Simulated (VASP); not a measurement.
Energy against volume of Rh (fcc). Calculation: r2SCAN+rVV10, VASP's PBE PAW potentials (set 64) (plane waves; VASP). Settings: 520 eV cut-off, 16×16×16 Γ-centred mesh, first-order Methfessel-Paxton smearing of 0.10 eV, potentials Rh_pv.

```
V (Å³/atom)  E (eV/atom)
-----------  -----------
13.244         -23.82736
13.653         -23.83991
14.063         -23.82992
14.472         -23.80119
```

**Question.** Fit these four points and predict the energy of the run at 12.834 Å³/atom.

**Answer.** A cubic in V^(−2/3), the third-order Birch-Murnaghan form, passes through the four points with V0 = 13.66 Å³/atom and B0 = 292 GPa, and gives -23.7877 eV/atom there. The run gave -23.7878 eV/atom, -0.1 meV/atom from the fit; all five points give B0 = 292 GPa.

The compound is Rh in the fcc structure. It was relaxed first.
